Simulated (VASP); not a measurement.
Given:

```
CELL_PARAMETERS angstrom
      0.00000     3.03000     3.03000
      3.03000     0.00000     3.03000
      3.03000     3.03000     0.00000
ATOMIC_POSITIONS crystal
  In 0.00000 0.00000 0.00000
  As 0.25000 0.25000 0.25000
```

Level of theory: PBE GGA, VASP's PBE PAW potentials (set 64) (plane waves; VASP 6.6.1). Run with 300 eV cut-off, 9×9×9 Γ-centred mesh, Fermi-Dirac smearing of 0.050 eV, potentials In_d As.

Problem. Give the energies of bands 7 to 12 at the high-symmetry points, in eV from the Fermi level.

Solution. 
```csv
band,Γ,X,U,L,W
7,-0.23,-5.81,-5.68,-5.73,-5.67
8,0.00,-2.30,-3.24,-0.98,-2.92
9,0.00,-2.30,-1.93,-0.98,-2.84
10,0.00,1.56,2.11,0.94,4.18
11,3.90,2.06,4.26,4.67,4.29
12,3.90,9.14,7.28,4.67,4.98
```

It has no gap at this level: it comes out as a metal or semimetal.

The structure is a typed InAs crystal (F-43m). The cell was not relaxed at this level.
